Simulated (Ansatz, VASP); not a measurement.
**TiZn2 (Zn-Ti-Zn stack, (111) layers): VASP beside Ansatz**

Wanted: the spread between two codes on one cell, functional and k mesh. The cell is taken from a series of runs on this material, whose earlier steps may have relaxed, scaled, displaced or heated it; both programs get it as it stands.

Main program and level: Ansatz 0.2.0; plane waves, with VASP 6.6.1 beside it; PBEsol.

## 1. The starting structure

The cell holds 3 atoms: 2 Zn and 1 Ti. Cell: a = 2.923 Å, b = 2.923 Å, c = 15.773 Å, α = 90.0°, β = 90.0°, γ = 120.0°. It derives from TiZn2. Vacuum lies along c.

Structure file:

```xyz
3
Lattice="2.9226 0.0000 0.0000 -1.4613 2.5311 0.0000 0.0000 0.0000 15.7727" Properties=species:S:1:pos:R:3
Zn    2.9226    0.0000    5.5000
Zn    1.4613    0.8437   10.2727
Ti    0.0000    1.6874    7.8863
```

## 2. VASP: single point, PBEsol

With cell and atoms fixed, the geometry can't cause a difference; cores, projectors, grids and the points listed under the comparison can.

Lines of VASP's logs that name or quote its potential files are left out, and so is its time.

The input, INCAR:

```
SYSTEM = TiZn2
PREC = Accurate
ENCUT = 400
EDIFF = 1E-06
NELM = 120
ISMEAR = 0
SIGMA = 0.1
LREAL = .FALSE.
ALGO = Normal
GGA = PS
NBANDS = 24
LASPH = .TRUE.
LORBIT = 11
LWAVE = .FALSE.
LCHARG = .FALSE.
ISIF = 2
LDIPOL = .TRUE.
IDIPOL = 3
DIPOL = 0.5 0.5 0.5
LVHAR = .TRUE.
GGA_COMPAT = .FALSE.
NELMDL = -8
```

The input, POSCAR:

```
TiZn2
1.0
    2.9226500000      0.0000000000      0.0000000000
   -1.4613300000      2.5310900000      0.0000000000
    0.0000000000      0.0000000000     15.7726700000
Zn Ti
2 1
Direct
    0.9999999967      0.0000000033      0.3487043500
    0.6666666633      0.3333333367      0.6512956500
    0.3333333300      0.6666666700      0.5000000000
```

The input, KPOINTS:

```
Automatic mesh
0
Gamma
9 9 1
0 0 0
```

The projector-augmented-wave data sets are Zn and Ti_sv (PBE family, release 64).

The run is started by

```console
mpirun -np 1 vasp_std
```

Numbers of over 12 decimals in the logs are rounded to 6 here.

The log of the run:

```text
[banner, memory and clock lines left out]
running    1 mpi-ranks, on    1 nodes
 distrk:  each k-point on    1 cores,    1 groups
 distr:  one band on    1 cores,    1 groups

 POSCAR found type information on POSCAR ZnTi
 POSCAR found :  2 types and       3 ions
|                                                                             |
|               ----> ADVICE to this user running VASP <----                  |
|                                                                             |
|     You enforced a specific xc type in the INCAR file but a different       |
|     [... a line on the potential file left out ...]
|     I HOPE YOU KNOW WHAT YOU ARE DOING!                                     |
|                                                                             |

 LDA part: xc-table for (Slater+PW92), standard interpolation
 POSCAR, INCAR and KPOINTS ok, starting setup
 FFT: planning ... GRIDC
 FFT: planning ... GRID_SOFT
 FFT: planning ... GRID
 WAVECAR not read
 entering main loop
       N       E                     dE             d eps       ncg     rms          rms(c)
DAV:   1     0.247964998993E+03    0.24796E+03   -0.16195E+04   584   0.141E+03
DAV:   2     0.136731625083E+02   -0.23429E+03   -0.23153E+03   632   0.374E+02
DAV:   3    -0.100796718254E+02   -0.23753E+02   -0.23602E+02   904   0.119E+02
DAV:   4    -0.116947419703E+02   -0.16151E+01   -0.16127E+01   704   0.213E+01
DAV:   5    -0.117901892447E+02   -0.95447E-01   -0.95446E-01   744   0.401E+00
DAV:   6    -0.117918276687E+02   -0.16384E-02   -0.16384E-02   712   0.537E-01
DAV:   7    -0.117918670748E+02   -0.39406E-04   -0.39406E-04   768   0.805E-02
DAV:   8    -0.117918679542E+02   -0.87945E-06   -0.87939E-06   616   0.112E-02    0.830E+00
DAV:   9    -0.101692803745E+02    0.16226E+01   -0.59732E+00   640   0.281E+01    0.303E+00
DAV:  10    -0.101143207929E+02    0.54960E-01   -0.76832E-01   744   0.738E+00    0.136E+00
DAV:  11    -0.101220463266E+02   -0.77255E-02   -0.22366E-01   720   0.316E+00    0.965E-01
DAV:  12    -0.101107057418E+02    0.11341E-01   -0.20536E-01   696   0.202E+00    0.584E-01
DAV:  13    -0.101071609626E+02    0.35448E-02   -0.26048E-02   688   0.906E-01    0.452E-02
DAV:  14    -0.101071697006E+02   -0.87380E-05   -0.62762E-04   608   0.170E-01    0.340E-02
DAV:  15    -0.101071401737E+02    0.29527E-04   -0.16958E-04   824   0.653E-02    0.216E-02
DAV:  16    -0.101071372286E+02    0.29451E-05   -0.25670E-05   672   0.394E-02    0.872E-03
DAV:  17    -0.101071317724E+02    0.54561E-05   -0.11120E-05   600   0.158E-02    0.428E-03
DAV:  18    -0.101071429209E+02   -0.11148E-04   -0.35326E-06   496   0.920E-03    0.490E-03
DAV:  19    -0.101071694117E+02   -0.26491E-04   -0.55065E-06   536   0.862E-03    0.194E-03
DAV:  20    -0.101071825737E+02   -0.13162E-04   -0.16640E-06   416   0.411E-03    0.731E-04
DAV:  21    -0.101071841911E+02   -0.16174E-05   -0.14930E-07   416   0.191E-03    0.571E-04
DAV:  22    -0.101071853163E+02   -0.11252E-05   -0.25155E-07   416   0.123E-03    0.110E-04
DAV:  23    -0.101071853557E+02   -0.39478E-07   -0.38684E-09   336   0.477E-04
   1 F= -.10107185E+02 E0= -.10089963E+02  d E =-.344452E-01
```

From OUTCAR (step 2):

```text
ion  position               nearest neighbor table
   1  1.000  0.000  0.349-   3 2.92   3 2.92   3 2.92
   2  0.667  0.333  0.651-   3 2.92   3 2.92   3 2.92
   3  0.333  0.667  0.500-   1 2.92   2 2.92   1 2.92   2 2.92   2 2.92   1 2.92

  LATTYP: Found a hexagonal cell.
 ALAT       =     2.9226500000
 C/A-ratio  =     5.3967016235

 Subroutine GETGRP returns: Found 12 space group operations
 (whereof  6 operations were pure point group operations)

The static configuration has the point symmetry C_3v.
 The point group associated with its full space group is D_3d.

 Found     12 irreducible k-points:

   k-points           NKPTS =     12   k-points in BZ     NKDIM =     12   number of bands    NBANDS=     24

   dimension x,y,z NGX =    20 NGY =   20 NGZ =  108
   dimension x,y,z NGXF=    40 NGYF=   40 NGZF=  216

   ENCUT  =  400.0 eV  29.40 Ry    5.42 a.u.   4.77  4.77 25.72*2*pi/ulx,y,z

   NELECT =      36.0000    total number of electrons

 k-points in reciprocal lattice and weights: Automatic mesh
   0.00000000  0.00000000  0.00000000       0.012
   0.11111111 -0.00000000  0.00000000       0.074
   0.22222222 -0.00000000  0.00000000       0.074
   0.33333333  0.00000000  0.00000000       0.074
   0.44444444 -0.00000000  0.00000000       0.074
   0.11111111  0.11111111  0.00000000       0.074
   0.22222222  0.11111111  0.00000000       0.148
   0.33333333  0.11111111  0.00000000       0.148
   0.44444444  0.11111111  0.00000000       0.074
   0.22222222  0.22222222  0.00000000       0.074
   0.33333333  0.22222222  0.00000000       0.148
   0.33333333  0.33333333  0.00000000       0.025

 dipolmoment           0.000000      0.000000     -0.000003 electrons x Angstroem

 average (electrostatic) potential at core
       1 -39.7369       2 -39.7370       3 -81.4433

 E-fermi :  -0.7396

 k-point     1 :       0.0000    0.0000    0.0000
  band No.  band energies     occupation
    ...
     15      -7.3178      2.00000
     16      -6.9297      2.00000
     17      -3.8027      2.00000
     18      -1.1172      2.00000
     19      -1.0060      1.99984
     20       0.2622      0.00000
     21       0.2623      0.00000
     22       1.5842      0.00000
     23       1.5842      0.00000
     24       3.1137      0.00000

 k-point     2 :       0.1111   -0.0000    0.0000
  band No.  band energies     occupation
    ...
     15      -7.3135      2.00000
     16      -6.7848      2.00000
     17      -3.4743      2.00000
     18      -0.9920      1.99964
     19      -0.7843      1.47311
     20       0.0423      0.00000
     21       0.4913      0.00000
     22       1.5162      0.00000
     23       1.5782      0.00000
     24       3.3676      0.00000

 k-point     3 :       0.2222   -0.0000    0.0000
  band No.  band energies     occupation
    ...
     14      -7.3481      2.00000
     15      -6.7442      2.00000
     16      -6.1613      2.00000
     17      -2.5958      2.00000
     18      -0.8235      1.76448
     19      -0.4701      0.00014
     20      -0.1126      0.00000
     21       1.1183      0.00000
     22       1.3485      0.00000
     23       1.8503      0.00000
    ...

  Total       -4.4305356     -4.4305386     -2.7321925      0.0000088     -0.0000000     -0.0000000
  in kB      -60.8383181    -60.8383591    -37.5173599      0.0001202     -0.0000000     -0.0000000
  external PRESSURE =     -53.0646790 kB  Pullay stress =       0.0000000 kB

  energy-cutoff  :      400.00
  volume of cell :      116.68
      direct lattice vectors                 reciprocal lattice vectors
     2.922650000  0.000000000  0.000000000     0.342155236  0.197544027  0.000000000
    -1.461330000  2.531090000  0.000000000     0.000000000  0.395086702  0.000000000
     0.000000000  0.000000000 15.772670000     0.000000000  0.000000000  0.063400807

 POSITION                                       TOTAL-FORCE (eV/Angst)
 -----------------------------------------------------------------------------------
      2.92265      0.00000      5.50000         0.000000     -0.000000      0.532608
      1.46132      0.84370     10.27267        -0.000000      0.000000     -0.532608
     -0.00000      1.68739      7.88633         0.000000      0.000000      0.000000
 -----------------------------------------------------------------------------------
    total drift:                                0.000024     -0.000014     -0.000217

  FREE ENERGIE OF THE ION-ELECTRON SYSTEM (eV)
  ---------------------------------------------------
  free  energy   TOTEN  =       -10.1071853557 eV

  energy  without entropy=      -10.0727401715  energy(sigma->0) =      -10.08996276

 vacuum level on the upper side and lower side of the slab         3.925         3.925

 total charge
# of ion       s       p       d       tot
------------------------------------------
    1        0.627   0.318   9.714  10.658
    2        0.627   0.318   9.714  10.658
    3        2.211   6.090   1.856  10.157
--------------------------------------------------
tot          3.464   6.726  21.283  31.474

[... 3 further parts left out ...]
```

The run ends at a pressure of -5.31 GPa, with forces up to 0.53 eV/Å.

## 3. Ansatz: single point, PBEsol

Ansatz runs on its PAW soft_1 files.

The same cell, functional, mesh and smearing now go to Ansatz, which takes its cutoff from its data sets.

The input, input.yaml:

```yaml
crystal:
  lattice:
    - [2.92265, 0.0, 0.0]
    - [-1.46133, 2.53109, 0.0]
    - [0.0, 0.0, 15.77267]
  atoms:
    - { symbol: Zn, position: [0.0, 0.0, 0.34870435] }
    - { symbol: Ti, position: [0.33333333, 0.66666667, 0.5] }
    - { symbol: Zn, position: [0.66666667, 0.33333333, 0.65129565] }
  periodic: [true, true, false]
kpoints:
  mp_grid: { grid: [9, 9, 1] }
hamiltonian:
  xc: pbesol
  pseudopotentials: { kind: paw, azcp: { folder: soft_1 }, xc_functional: pbe }
scf:
  occupations: { method: gaussian, width: 0.1 }
output:
  forces: true
  stress: true
  eigenvalues: true
```

The run is started by

```console
ansatz run input.yaml --threads 4 --pin off --max-ram 20480MiB --backend cpu --events-out ev --progress --plain --runs-dir out
```

The log of the run:

```text
Warning: crystal.periodic: the lattice vector that does not repeat stood 0.000° off the slab's normal, 15.773 Å along it as the deck builds it. The run solves the slab on a vector along the normal, 33.345 Å long, with every atom where it was (on the deck's vector they left 11.00 Å outside them, and the widest stretch free of ions among them is 2.39 Å). A fractional position that the run reports is one of the run's ce [...]
crystal.periodic: the lattice vector that does not repeat stood 0.000° off the slab's normal, 15.773 Å along it as the deck builds it. The run solves the slab on a vector along the normal, 33.345 Å long, with every atom where it was (on the deck's vector they left 11.00 Å outside them, and the widest stretch free of ions among them is 2.39 Å). A fractional position that the run reports is one of the run's cell, which [...]
Engine: ansatz 0.2.0, aarch64-unknown-linux-gnu
Pseudopotentials: kind: paw
Pseudopotential: Zn, paw, valence charge 12, recommended cutoff 420 eV (normal), soft_1/Zn.paw.azcp
Pseudopotential: Ti, paw, valence charge 12, recommended cutoff 420 eV (normal), soft_1/Ti.paw.azcp
Functional definition: PBEsol
  exchange = pbesol_x
  correlation = pbesol_c
Crystal: 3 atoms, lattice volume = 246.672 Å³
Basis set: ecut = 420 eV, 4791 PW (Γ), exchange–correlation on 40×40×450 points (8 copies of the dense FFT grid, shifted against one another)
Bands: 22, of which v1, the nominal top of the filled ones, is band 18 counted from 1 (17 counted from 0)
Symmetry: 12 space group operations
Space group: P-3m1 (ITA 164), of the structure as read, at distance tolerance 6.3e-5 Å
k-points: 12 of 81
Non-local potential: Zn, projectors of the file, l = 0: 2, l = 1: 2, l = 2: 3, l = 3: 1
Non-local potential: Ti, projectors of the file, l = 0: 3, l = 1: 2, l = 2: 3, l = 3: 1
PAW form: soft (Blöchl's): semilocal exchange-correlation on the pseudo side does not see the compensation charge
PAW frozen core: Zn, regenerated for the run's functional, and the local potential with it (the file was generated under x = pbe(κ = 0.804, μ = 0.219515), c = pbe(β = 0.066725))
PAW frozen core: Ti, regenerated for the run's functional, and the local potential with it (the file was generated under x = pbe(κ = 0.804, μ = 0.219515), c = pbe(β = 0.066725))
PAW one-centre angular grid: Zn, 590 points (default); XC on 64 Gauss nodes
PAW one-centre angular grid: Ti, 590 points (default); XC on 64 Gauss nodes
Initial density: superposition of atomic densities (neutral atoms: chi_scale 0, normalization atom)
Initial wavefunctions: pseudopotential atomic-orbital guess
Functional: x = pbesol(κ = 0.804, μ = 0.123457), c = pbesol(β = 0.046)
SCF iter   1: F=—  HF=-9037.007033 eV  |F-HF|=—  |Δ(HF+E_count)|=         —  Δρ=4.42e-2  dr2=3.32e1  ethr=3.10e-3  ⟨swp⟩=15.3  Hψ=2337  notcnv=0
preconditioner: auto → LDOS  [insulator: Δε(μ)=0.108 eV  Ē_g=5.366 eV  σ=0.100 eV  W_gap=0.53  n_scr=20 (ndim 8)  ℏωp=12.5 eV  f_vac=0.733  D(μ)=3.46/eV (n_scr^D=16)  ε∞_Penn≈6.4  β→1.0]
SCF iter   2: F=—  HF=-9035.903622 eV  |F-HF|=—  |Δ(HF+E_count)|=    1.10e0  Δρ=3.30e-2  dr2=1.51e1  ethr=3.10e-3  ⟨swp⟩=4.5  Hψ=732  notcnv=0
SCF iter   3: F=—  HF=-9034.316169 eV  |F-HF|=—  |Δ(HF+E_count)|=    1.59e0  Δρ=6.62e-3  dr2=1.29e-1  ethr=3.10e-3  ⟨swp⟩=4.2  Hψ=765  notcnv=0
SCF iter   4: F=—  HF=-9034.319421 eV  |F-HF|=—  |Δ(HF+E_count)|=   3.25e-3  Δρ=5.44e-3  dr2=6.99e-2  ethr=3.58e-4  ⟨swp⟩=2.7  Hψ=672  notcnv=0
SCF iter   5: F=—  HF=-9034.304667 eV  |F-HF|=—  |Δ(HF+E_count)|=   1.48e-2  Δρ=2.31e-3  dr2=1.22e-2  ethr=1.94e-4  ⟨swp⟩=2.9  Hψ=589  notcnv=0
SCF iter   6: F=—  HF=-9034.302935 eV  |F-HF|=—  |Δ(HF+E_count)|=   1.73e-3  Δρ=5.97e-4  dr2=3.08e-3  ethr=3.38e-5  ⟨swp⟩=2.3  Hψ=542  notcnv=0
SCF iter   7: F=—  HF=-9034.302741 eV  |F-HF|=—  |Δ(HF+E_count)|=   1.95e-4  Δρ=2.72e-4  dr2=3.45e-4  ethr=8.57e-6  ⟨swp⟩=2.8  Hψ=495  notcnv=0
SCF iter   8: F=—  HF=-9034.302777 eV  |F-HF|=—  |Δ(HF+E_count)|=   3.67e-5  Δρ=1.03e-4  dr2=4.24e-5  ethr=9.59e-7  ⟨swp⟩=2.8  Hψ=435  notcnv=0
SCF iter   9: F=—  HF=-9034.302794 eV  |F-HF|=—  |Δ(HF+E_count)|=   1.65e-5  Δρ=4.01e-5  dr2=2.32e-6  ethr=1.18e-7  ⟨swp⟩=3.0  Hψ=560  notcnv=0
SCF iter  10: F=—  HF=-9034.302795 eV  |F-HF|=—  |Δ(HF+E_count)|=   1.52e-6  Δρ=9.08e-6  dr2=1.25e-7  ethr=6.46e-9  ⟨swp⟩=2.9  Hψ=614  notcnv=0
SCF iter  11: F=-9034.302796 eV  HF=-9034.302796 eV  |F-HF|=5.21e-8  |Δ(HF+E_count)|=   5.53e-7  Δρ=1.82e-6  dr2=1.23e-8  ethr=2.78e-10  ⟨swp⟩=10.8  Hψ=1659  notcnv=0
SCF 1 converged in 11 iterations: F = -9034.302796 eV  dr2 = 1.23e-8
  greatest PAW one-centre occupation: 0.999 electrons in one spin orbital (limit 2), on the Ti atom at site 1 (counted from 0), in its partial waves of l = 0
SCF converged after 11 iterations
Free energy (F): -9034.302796 eV
Harris-Foulkes:  -9034.302796 eV  (|F-HF|=5.21e-8)
Internal energy: -9034.268401 eV  (E = F + TS)
E sigma→0 (E₀):  -9034.285599 eV
Entropy (-TS):   -0.034395 eV (-11.465 meV/atom)
Fermi energy:    -4.667051 eV
--- Per-component energies (eV) ---
  E_band       = -633.373512
  E_kinetic    = 569.348211
  E_local      = -100480.517720  (includes V_loc(G=0)·N_el)
  E_nonlocal   = 1699.625445
  E_hartree    = 49413.405730
  E_xc         = -266.900786
  E_vxc        = -242.514378  (∫ρ·V_xc dr)
  E_paw        = -4733.397953  (= ΣΔE_a)
  E_vpaw       = -1006.111433  (= ΣTr[D̂ρ^β])
  E_aug_tail   = -0.000609  (compensation charges beyond the density's cutoff)
  E_ewald      = 44762.435185
  E_core_change = 1.734096  (= ΣΔE_core)
  E_smearing   = -0.034395  (= −TS)
  E_closure    = -0.000000  (closes the sum)
  Σ components = -9034.302796   (vs F -9034.302796, Δ=0.00e0)
--- Forces (eV/Å), atoms counted from 1 ---
  atom   1  Zn     0.00000000     0.00000000     0.53946988
  atom   2  Ti     0.00000000     0.00000000     0.00000000
  atom   3  Zn    -0.00000000    -0.00000000    -0.53946988
  max |Σ_I F_I| component: 9.25e-18 eV/Å
--- 2D stress c σ (N/m, compression-positive) ---
       -9.232277       0.000000       0.000000
        0.000000      -9.232277       0.000000
        0.000000       0.000000       0.000000
  P = ½ c Tr σ = -9.2323 N/m
--- Band table (eV; the first three rows and the last of 12) ---
  k-point 0: bands = [... 14 lower, -11.2424, -10.8587, -7.7368, -5.0473, -4.9324, -3.6640, -3.6640, -2.3348]
  k-point 1: bands = [... 14 lower, -11.2396, -10.7143, -7.4085, -4.9210, -4.7099, -3.8844, -3.4340, -2.4029]
  k-point 2: bands = [... 14 lower, -10.6773, -10.0915, -6.5300, -4.7505, -4.3977, -4.0372, -2.8051, -2.5714]
  k-point 11: bands = [... 14 lower, -5.6430, -5.6430, -5.0427, -5.0427, -4.4809, -2.8541, -2.3298, -2.3298]
```

Reading the cycles: dr2 is the Hartree energy of the density residual (eV), the measure of convergence; HF is the Harris–Foulkes estimate of the energy, which meets the free energy F at convergence.

## 4. Differences

Known differences besides the potentials themselves: Ansatz cuts the interaction across the vacuum, VASP repeats the sheet with a dipole correction (LDIPOL); the cutoff is 420 eV in Ansatz and 400 eV in VASP; Ansatz makes its cores anew for this functional, VASP keeps those of its PBE data sets. Total energies have different zeros and are not compared.

Forces (eV/Å; atoms numbered as in POSCAR):

| atom | Ansatz x, y, z | VASP x, y, z |
| --- | --- | --- |
| Zn1 | 0.000, 0.000, 0.539 | 0.000, 0.000, 0.533 |
| Zn2 | 0.000, 0.000, -0.539 | 0.000, 0.000, -0.533 |
| Ti3 | 0.000, 0.000, 0.000 | 0.000, 0.000, 0.000 |

The forces differ by 3.2 meV/Å r.m.s., which is 1.3 % of the r.m.s. force of 0.251 eV/Å (both taken over all components). Where the cell holds vacuum, a pressure given here is an average over it and none of the material.

## 5. Results

- r.m.s. force difference (single point, PBEsol): 1.3 % of the r.m.s. force

In words: The r.m.s. force difference is 1.3 % of the r.m.s. force (single point, PBEsol), within the 3 % picked in this series as the mark of a large difference. Such differences can come from data sets, numerical settings and the points named under the comparisons, not from the functional's error against experiment.

[Lines on the potential files, build, host, timing and source positions are cut from VASP's logs without a mark.]

[Logs are printed without paths, hosts, clocks, repeated set-up lines and the standing remarks that a program may print on its own settings, such as how far it seeks lower states.]

[Hosts, paths, dates, database ids (printed as entryN), source tags and the programs' standing remarks are cut or masked in the printed files.]
